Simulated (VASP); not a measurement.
OSZICAR of a VASP run on FePt (L1_0):

OSZICAR:
```
       N       E                     dE             d eps       ncg     rms          rms(c)
DAV:   1     0.942950891108E+02    0.94295E+02   -0.87655E+03  8616   0.133E+03
DAV:   2    -0.127758782712E+02   -0.10707E+03   -0.96073E+02  8603   0.259E+02
DAV:   3    -0.161622385010E+02   -0.33864E+01   -0.32722E+01 10529   0.554E+01
DAV:   4    -0.161967014179E+02   -0.34463E-01   -0.34449E-01  9517   0.475E+00
DAV:   5    -0.161976153646E+02   -0.91395E-03   -0.91393E-03 11183   0.880E-01    0.167E+01
DAV:   6    -0.172368908273E+02   -0.10393E+01   -0.13553E+01  9165   0.827E+01    0.231E+01
DAV:   7    -0.149204649724E+02    0.23164E+01   -0.91135E+00 10805   0.792E+01    0.896E+00
DAV:   8    -0.148891940299E+02    0.31271E-01   -0.46837E-01 10015   0.106E+01    0.425E+00
DAV:   9    -0.148054577540E+02    0.83736E-01   -0.13235E-01 12189   0.774E+00    0.180E+00
DAV:  10    -0.147956686333E+02    0.97891E-02   -0.37773E-02 12751   0.372E+00    0.705E-01
DAV:  11    -0.147947237017E+02    0.94493E-03   -0.29302E-03 12244   0.103E+00    0.265E-01
DAV:  12    -0.147945471533E+02    0.17655E-03   -0.30776E-04 11650   0.270E-01    0.738E-02
DAV:  13    -0.147945502071E+02   -0.30538E-05   -0.52387E-05 10960   0.154E-01    0.404E-02
DAV:  14    -0.147945482297E+02    0.19774E-05   -0.60525E-06  9910   0.600E-02    0.142E-02
DAV:  15    -0.147945480875E+02    0.14212E-06   -0.30779E-06  7967   0.424E-02
   1 F= -.15938347E+02 E0= -.15938011E+02  d E =-.159383E+02  mag=     3.2736
       N       E                     dE             d eps       ncg     rms          rms(c)
DAV:   1    -0.149876168602E+02   -0.19307E+00   -0.48435E+00  8771   0.298E+01    0.417E+00
DAV:   2    -0.147429835938E+02    0.24463E+00   -0.56000E-01  9625   0.107E+01    0.237E+00
DAV:   3    -0.147460202629E+02   -0.30367E-02   -0.49068E-02 10748   0.482E+00    0.183E+00
DAV:   4    -0.147389350014E+02    0.70853E-02   -0.33573E-02 10940   0.486E+00    0.639E-01
DAV:   5    -0.147373869282E+02    0.15481E-02   -0.72648E-03 10282   0.230E+00    0.416E-01
DAV:   6    -0.147367362196E+02    0.65071E-03   -0.15946E-03 12769   0.654E-01    0.810E-02
DAV:   7    -0.147367608251E+02   -0.24605E-04   -0.99123E-05 10381   0.154E-01    0.415E-02
DAV:   8    -0.147367708910E+02   -0.10066E-04   -0.14347E-05  9919   0.382E-02    0.228E-02
DAV:   9    -0.147367730698E+02   -0.21788E-05   -0.21054E-06  9198   0.190E-02    0.610E-03
DAV:  10    -0.147367728406E+02    0.22928E-06   -0.55032E-07  4767   0.161E-02
   2 F= -.15933986E+02 E0= -.15934090E+02  d E =0.436145E-02  mag=     3.1747
       N       E                     dE             d eps       ncg     rms          rms(c)
DAV:   1    -0.148601261540E+02   -0.12335E+00   -0.15883E+00  8743   0.173E+01    0.225E+00
DAV:   2    -0.147801135612E+02    0.80013E-01   -0.19111E-01  9590   0.659E+00    0.143E+00
DAV:   3    -0.147830032687E+02   -0.28897E-02   -0.29156E-02 10556   0.412E+00    0.132E+00
DAV:   4    -0.147779960207E+02    0.50072E-02   -0.16342E-02 10824   0.355E+00    0.418E-01
DAV:   5    -0.147776083069E+02    0.38771E-03   -0.21305E-03 10194   0.119E+00    0.288E-01
DAV:   6    -0.147773693775E+02    0.23893E-03   -0.55616E-04 12767   0.377E-01    0.476E-02
DAV:   7    -0.147773783300E+02   -0.89525E-05   -0.29820E-05  9150   0.594E-02    0.217E-02
DAV:   8    -0.147773817375E+02   -0.34075E-05   -0.51608E-06 10275   0.353E-02    0.142E-02
DAV:   9    -0.147773824000E+02   -0.66251E-06   -0.11000E-06  5250   0.221E-02
   3 F= -.15943861E+02 E0= -.15943671E+02  d E =-.551307E-02  mag=     3.2311
       N       E                     dE             d eps       ncg     rms          rms(c)
DAV:   1    -0.147836504833E+02   -0.62687E-02   -0.27705E-01  9345   0.424E+00    0.480E-01
DAV:   2    -0.147826287841E+02    0.10217E-02   -0.16734E-02 12116   0.285E+00    0.722E-01
DAV:   3    -0.147797133999E+02    0.29154E-02   -0.95657E-03 10824   0.270E+00    0.267E-01
DAV:   4    -0.147790808606E+02    0.63254E-03   -0.89296E-04 11895   0.440E-01    0.127E-01
DAV:   5    -0.147790397468E+02    0.41114E-04   -0.91163E-05 12085   0.139E-01    0.436E-02
DAV:   6    -0.147790285855E+02    0.11161E-04   -0.12305E-05 11770   0.689E-02    0.167E-02
DAV:   7    -0.147790278417E+02    0.74378E-06   -0.14147E-06  6254   0.182E-02
   4 F= -.15945520E+02 E0= -.15945379E+02  d E =-.165963E-02  mag=     3.2149
       N       E                     dE             d eps       ncg     rms          rms(c)
DAV:   1    -0.147842933725E+02   -0.52648E-02   -0.29810E-01  9359   0.440E+00    0.506E-01
DAV:   2    -0.147832748933E+02    0.10185E-02   -0.18784E-02 12108   0.304E+00    0.743E-01
DAV:   3    -0.147799427859E+02    0.33321E-02   -0.10558E-02 10766   0.285E+00    0.274E-01
DAV:   4    -0.147792966431E+02    0.64614E-03   -0.92243E-04 11793   0.432E-01    0.135E-01
DAV:   5    -0.147792469208E+02    0.49722E-04   -0.95607E-05 12025   0.143E-01    0.451E-02
DAV:   6    -0.147792352164E+02    0.11704E-04   -0.11843E-05 11753   0.667E-02    0.173E-02
DAV:   7    -0.147792343762E+02    0.84025E-06   -0.14879E-06  6187   0.203E-02
   5 F= -.15945676E+02 E0= -.15945624E+02  d E =-.181504E-02  mag=     3.1986
       N       E                     dE             d eps       ncg     rms          rms(c)
DAV:   1    -0.147801843405E+02   -0.94912E-03   -0.49537E-02  9331   0.180E+00    0.205E-01
DAV:   2    -0.147800189004E+02    0.16544E-03   -0.30586E-03 12080   0.125E+00    0.311E-01
DAV:   3    -0.147794704255E+02    0.54847E-03   -0.18046E-03 10811   0.115E+00    0.112E-01
DAV:   4    -0.147793562699E+02    0.11416E-03   -0.16002E-04 11883   0.180E-01    0.524E-02
DAV:   5    -0.147793491849E+02    0.70850E-05   -0.17021E-05 12113   0.623E-02    0.166E-02
DAV:   6    -0.147793476699E+02    0.15150E-05   -0.14899E-06  5800   0.254E-02    0.663E-03
DAV:   7    -0.147793476539E+02    0.16020E-07   -0.50745E-07  4459   0.996E-03
   6 F= -.15945818E+02 E0= -.15945725E+02  d E =-.195786E-02  mag=     3.2048
```

### Question
Which electronic solver shows in the log?

### Answer
It is blocked Davidson (ALGO = Normal, or the opening steps of other solvers). The INCAR had ALGO = Normal.

### Question
How was spin treated?

### Answer
Collinear spin (ISPIN = 2): the summary line carries one mag value, 3.20 μB in the cell.

### Question
Can the final energy be trusted as converged?

### Answer
The calculation finished and met its thresholds. It stopped with EDIFF = 1E-6, NELM = 100, NSW = 60 and EDIFFG = -0.01 after 6 ionic steps (PBE GGA with D3 dispersion (zero damping), plane waves, VASP's PBE PAW potentials (set 64)).

The compound is FePt in the L1_0 structure. This run relaxes it. Symmetry was kept, so distortions that lower it aren't found.
